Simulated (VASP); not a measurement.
Method: HSE06 screened hybrid, VASP's PBE PAW potentials (set 64) (plane waves; VASP).

Input for VASP

### INCAR
```
# general
SYSTEM  =Ga31ZnP32
PREC    =Normal
ENCUT   =400   # plane-wave cut-off (eV)
LREAL   =Auto
LASPH   =T
ISYM    =0
NELECT  =266.0

# electronic loop
EDIFF   =1E-5   # SCF stop (eV)
NELM    =50   # most electronic steps
NELMIN  =4
ALGO    =Normal   # blocked Davidson
LMAXMIX =4   # l cut-off of mixed one-centre charges

# smearing
ISMEAR  =0   # Gaussian
SIGMA   =0.05

# functional
GGA     =PE   # PBE
LHFCALC =T
AEXX    =0.25
HFSCREEN=0.2   # 1/Angstrom
PRECFOCK=Fast

# ions
ISIF    =0

# output
LWAVE   =F
LCHARG  =F
```

### KPOINTS
```
Regular mesh
0
gamma
1 1 1
```

**POSCAR**
```
Ga31ZnP32
11.0671090
  1.0000000188   0.0000000000   0.0000000000
  0.0000000000   1.0000000188   0.0000000000
  0.0000000000   0.0000000000   1.0000000188
Ga P Zn
31 32 1
Cartesian
  0.5000350246   0.0002101398   0.0002685246
  0.7495854731   0.2502679541   0.0001572429
  0.7495237207   0.9997303727   0.2506448828
  0.9999908192   0.9999856658   0.9999802898
  0.2506363132   0.2505633644   0.0004628712
  0.4999658031   0.4999781662   0.0002200704
  0.7495103404   0.7495984125   0.0002043129
  0.2506415454   0.0005618371   0.2506658703
  0.5025459727   0.2514758293   0.2515079201
  0.7487182125   0.4977584037   0.2513876702
  0.4999845072   0.0000976345   0.5000144636
  0.7487394853   0.2513480023   0.4977827699
  0.7494450102   0.0002596277   0.7494865989
  0.9998893959   0.5000166435   0.0003268702
  0.2502819310   0.7497436469   0.0001263334
  0.0003722038   0.2506181574   0.2505921287
  0.2514389367   0.5024478561   0.2514067606
  0.4977068020   0.7487037039   0.2513780530
  0.9998078103   0.9999719989   0.5001111386
  0.2511645360   0.2513164342   0.5024841575
  0.7487355674   0.7486983396   0.5026743367
  0.2504723265   0.9998129715   0.7495682183
  0.4977375005   0.2512463014   0.7488828823
  0.7488747191   0.5022451328   0.7490120043
  0.9997815198   0.7496252050   0.2505993930
  0.0000632860   0.5000231244   0.5000120381
  0.2512742804   0.7487958259   0.4977096686
  0.9999630906   0.2503698741   0.7496177177
  0.2510090973   0.4977655285   0.7490134906
  0.5022643466   0.7488676355   0.7489848438
  0.0000700658   0.7497443408   0.7494726145
  0.6247972238   0.1248126114   0.1251872983
  0.8752153223   0.3751357575   0.1250557100
  0.8752300169   0.1248684745   0.3751927616
  0.1250845343   0.1251259217   0.1251060263
  0.3752898029   0.3752078267   0.1261013168
  0.6248853853   0.6248566694   0.1258281003
  0.8748962075   0.8749670497   0.1250707852
  0.3753068029   0.1260611061   0.3752742241
  0.6241061149   0.3761242364   0.3762073168
  0.8742311551   0.6249566715   0.3752942087
  0.6248047840   0.1258294180   0.6248454772
  0.8744089682   0.3751058143   0.6250084440
  0.8749307363   0.1250193113   0.8749536878
  0.1247271675   0.6248672840   0.1250013972
  0.3750640547   0.8754348998   0.1250171651
  0.1259290528   0.3752641458   0.3751827670
  0.3758500133   0.6242207237   0.3759656074
  0.6248777847   0.8741492141   0.3753391857
  0.1246976227   0.1246348409   0.6248987169
  0.3755964140   0.3758252900   0.6246148751
  0.6242185267   0.6241764083   0.6246405245
  0.8750480564   0.8753395498   0.6249081950
  0.3750637586   0.1247493482   0.8753769091
  0.6249722846   0.3749769847   0.8745846086
  0.8753733476   0.6250350783   0.8753883899
  0.1248287884   0.8754547720   0.3751209556
  0.1256513369   0.6250106920   0.6248548493
  0.3751563652   0.8743299005   0.6248793809
  0.1246574028   0.3750040537   0.8755577637
  0.3749981530   0.6250494592   0.8746178920
  0.6249101854   0.8754730589   0.8753989468
  0.1250162134   0.8749864729   0.8749141676
  0.4997893957   0.5001494273   0.5005237552
```

POTCAR, in this order: Ga P Zn (PBE.64 set). Program: vasp_gam. Read from the step before: WAVECAR.

What VASP printed:

File OSZICAR:
```
       N       E                     dE             d eps       ncg     rms          rms(c)
DAV:   1    -0.336333985308E+03   -0.33633E+03   -0.16840E+01   370   0.167E+01    0.105E+01
DAV:   2    -0.336509732568E+03   -0.17575E+00   -0.15971E+00   394   0.444E+00    0.727E+00
DAV:   3    -0.336484259836E+03    0.25473E-01   -0.78797E-02   402   0.814E-01    0.428E+00
DAV:   4    -0.336471214206E+03    0.13046E-01   -0.13224E-02   384   0.294E-01    0.241E+00
DAV:   5    -0.336466377505E+03    0.48367E-02   -0.26715E-03   376   0.991E-02    0.134E+00
DAV:   6    -0.336464666953E+03    0.17106E-02   -0.67973E-04   362   0.517E-02    0.735E-01
DAV:   7    -0.336464059281E+03    0.60767E-03   -0.19769E-04   370   0.288E-02    0.400E-01
DAV:   8    -0.336463850452E+03    0.20883E-03   -0.68723E-05   368   0.173E-02    0.215E-01
DAV:   9    -0.336463781910E+03    0.68542E-04   -0.23078E-05   258   0.105E-02    0.117E-01
DAV:  10    -0.336463761170E+03    0.20740E-04   -0.11070E-05   200   0.732E-03    0.602E-02
DAV:  11    -0.336463755990E+03    0.51804E-05   -0.38994E-06   186   0.420E-03
   1 F= -.33646376E+03 E0= -.33646376E+03  d E =-.116634E-12
```

**OUTCAR**
```
------------------------ aborting loop because EDIFF is reached ----------------------------------------
  volume of cell :     1355.51
      direct lattice vectors                 reciprocal lattice vectors
    11.067109208  0.000000000  0.000000000     0.090357832  0.000000000  0.000000000
     0.000000000 11.067109208  0.000000000     0.000000000  0.090357832  0.000000000
     0.000000000  0.000000000 11.067109208     0.000000000  0.000000000  0.090357832
  FREE ENERGIE OF THE ION-ELECTRON SYSTEM (eV)
  ---------------------------------------------------
  free  energy   TOTEN  =      -336.4637559897 eV

  energy  without entropy=     -336.4637559897  energy(sigma->0) =     -336.46375599

  exchange ACFDT corr.  =         0.00000000  see jH, gK, PRB 81, 115126
```
(Selected blocks of OUTCAR.)

File OUTCAR:
```
 val. band max:        2.5408589341   @ k =   0.0000   0.0000   0.0000

 cond. band min:       4.8722475492   @ k =   0.0000   0.0000   0.0000


 Fermi energy:         2.8016766008

 k-point     1 :       0.0000    0.0000    0.0000
  band No.  band energies     occupation
      1     -10.9085      2.00000
      2      -9.9152      2.00000
      3      -9.9147      2.00000
      4      -9.8958      2.00000
      5      -9.8929      2.00000
      6      -9.8924      2.00000
      7      -9.7980      2.00000
      8      -9.1033      2.00000
      9      -9.1024      2.00000
     10      -9.0917      2.00000
     11      -9.0892      2.00000
     12      -9.0874      2.00000
     13      -9.0868      2.00000
     14      -9.0860      2.00000
     15      -9.0836      2.00000
     16      -9.0682      2.00000
     17      -9.0672      2.00000
     18      -9.0669      2.00000
     19      -9.0228      2.00000
     20      -8.9084      2.00000
     21      -8.9080      2.00000
     22      -8.9071      2.00000
     23      -8.6555      2.00000
     24      -8.0344      2.00000
     25      -8.0335      2.00000
     26      -8.0318      2.00000
     27      -7.9661      2.00000
     28      -7.9641      2.00000
     29      -7.9610      2.00000
     30      -7.9199      2.00000
     31      -7.9188      2.00000
     32      -7.9184      2.00000
     33      -5.4405      2.00000
     34      -5.4400      2.00000
     35      -5.4395      2.00000
     36      -5.4063      2.00000
     37      -5.4063      2.00000
     38      -4.6372      2.00000
     39      -4.6252      2.00000
     40      -4.6248      2.00000
     41      -4.4628      2.00000
     42      -4.4610      2.00000
     43      -4.4598      2.00000
     44      -4.4590      2.00000
     45      -4.4081      2.00000
     46      -4.4068      2.00000
     47      -4.4037      2.00000
     48      -4.4030      2.00000
     49      -4.4016      2.00000
     50      -4.0193      2.00000
     51      -3.2622      2.00000
...
```

The cell is charged, with a uniform compensating background. The supercell is sampled at Γ alone, which is coarse: total energies, pressure and levels can be off, energies of defects by several tenths of an eV.

The cell is a supercell with a defect, built from GaP (zinc blende): Zn_Ga, charge -1. The cell's shape comes from a PBE relaxation. The run is not spin-polarised, so no state with unpaired spins was tried.
